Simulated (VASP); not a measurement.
Data:

```
Hf
1.0
    3.19238     0.00000     0.00000
   -1.59619     2.76468     0.00000
    0.00000     0.00000     5.04504
Hf
2
Direct
  0.34088   0.66158   0.25378
  0.65912   0.33842   0.74622
```

These are LDA (Ceperley-Alder, Perdew-Zunger), VASP's LDA PAW potentials (set 64) (plane waves; VASP) values and carry that method's errors. Numerical set-up: 300 eV cut-off, 11×11×6 Γ-centred mesh, Gaussian smearing of 0.27 eV, potentials Hf_pv.

At this cut-off the stress carries a Pulay error, which pulls relaxed volumes low. Energy and stress use the plane-wave basis of the starting cell.

Q: The ions, cell shape and volume are relaxed. Predict the relaxed structure.

A: 
```
Hf
1.0
    3.11836     0.00004    -0.00120
   -1.55914     2.70022     0.00107
   -0.00190     0.00085     4.94558
Hf
2
Cartesian
 -0.00032   1.80029   1.23630
  1.55763   0.90083   3.70915
```
Space group P6_3/mmc (194), at a tolerance of 0.03 Å.

Q: How do energy and volume change from the first to the last step?

A: The energy (σ→0) changes by -38.8 meV/atom and the volume by -6.5 %, in 15 ionic steps.

The structure comes from a computed database's Hf entry; how it stands against other phases isn't given here. In the starting cell atoms are displaced from their ideal sites. This run relaxes it. Symmetry was kept, so distortions that lower it aren't found. The run is one of a series of settings (EDIFFG = -0.01, IBRION = 2, ISIF = 3, NSW = 50 against the base run), some of them coarse on purpose.
